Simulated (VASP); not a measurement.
Data:

```
CELL_PARAMETERS angstrom
      3.77494     0.00000     0.00000
     -1.88747     3.26919     0.00000
      0.00000     0.00000     6.23423
ATOMIC_POSITIONS crystal
  Si 0.33333 0.66667 0.00059
  Si 0.66667 0.33333 0.50059
  Ge 0.33333 0.66667 0.37441
  Ge 0.66667 0.33333 0.87441
```

These are PBEsol GGA, VASP's PBE PAW potentials (set 64) (plane waves; VASP) values and carry that method's errors. Settings: 500 eV cut-off, 7×7×4 Γ-centred mesh, Gaussian smearing of 0.050 eV, potentials Si Ge_d.

Energy and stress use the plane-wave basis of the starting cell.

Task: The ions, cell shape and volume at an external pressure of 20.0 GPa are relaxed. What does this cell relax into?

Result: 
```
CELL_PARAMETERS angstrom
      3.68102     0.00000     0.00000
     -1.84051     3.18786     0.00000
      0.00000     0.00000     6.10186
ATOMIC_POSITIONS crystal
  Si 0.33333 0.66667 0.00116
  Si 0.66667 0.33333 0.50116
  Ge 0.33333 0.66667 0.37384
  Ge 0.66667 0.33333 0.87384
```
Space group P6_3mc (186), at a tolerance of 0.03 Å.

Task: How do energy and volume change from the first to the last step?

Result: The energy (σ→0) changes by +122.3 meV/atom and the volume by -6.9 %, in 7 ionic steps.

The structure was generated: SiGe was put into the wurtzite type (P6_3mc), which need not be its known phase. This run relaxes it under an external pressure of 20 GPa. Symmetry was kept, so distortions that lower it aren't found.
